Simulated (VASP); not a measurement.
Wanted: the native input for a VASP 6.6.1 run.

* Task: single point
* Functional: PBEsol
* Potentials or basis: VASP PAW PBE potentials, release 64 (Cs_sv, P, Zn)
* Cutoff: 520 eV
* k mesh: 3 × 3 × 3
* Occupations: gaussian, width 0.1 eV
* Spin: no spin polarisation
* Dipole correction: no
* Further INCAR settings: ALGO = Fast; EDIFF = 1e-06; NBANDS = 46

The structure of CsZn4P3 lies in POSCAR:

```
CsZn4P3
1.0
    5.5285060000      0.0222780000     -1.1807060000
    0.3233250000      5.4861160000      0.0534630000
   -0.1370390000     -0.9957010000      6.3016880000
Cs P Zn
1 3 4
Direct
    0.6494081262      0.8800907232      0.2876338500
    0.5016111900      0.4295491899      0.6647995511
    0.8795898650      0.4229950542      0.5611447991
    0.1874353705      0.1747305618      0.5136299110
    0.8884362148      0.7450236088      0.8535358736
    0.2897814921      0.4039148182      0.2519755419
    0.9940058191      0.1990721329      0.8815018518
    0.5509190124      0.0530266118      0.8080392780
```

The cell was built by a generator and needn't be a form met in nature.

The input as run:

INCAR

```
SYSTEM = CsZn4P3
PREC = Accurate
ENCUT = 520
EDIFF = 1E-6
ISMEAR = 0
SIGMA = 0.1
LREAL = .False.
LASPH = .True.
NELM = 100
ALGO = Fast
ISIF = 2
LWAVE = .False.
LCHARG = .False.
GGA = PS
NBANDS = 46
```

KPOINTS

```
regular mesh
0
Gamma
  3 3 3
  0 0 0
```

Potentials or basis: VASP PAW PBE potentials, release 64 (Cs_sv, P, Zn).

Launch:

```bash
$ cat potpaw_PBE.64/Cs_sv/POTCAR potpaw_PBE.64/P/POTCAR potpaw_PBE.64/Zn/POTCAR > POTCAR
$ mpirun -np 1 vasp_std > vasp.out
```

It gave:

| Property | Result |
| --- | --- |
| Pressure | 0.5 GPa |
| Largest force | 0.945 eV/Å |
| Band gap on the k mesh | none (metal or under the smearing width) |

Caveat: the k mesh is coarse (spacing up to 0.39 Å⁻¹), so the values aren't converged; the PAW data sets were made with another functional, which shifts forces and pressure a little.

It took 99 s on 1 thread of AMD EPYC 7R13 Processor (Zen 3) (shared host), peak memory 0.3 GiB.
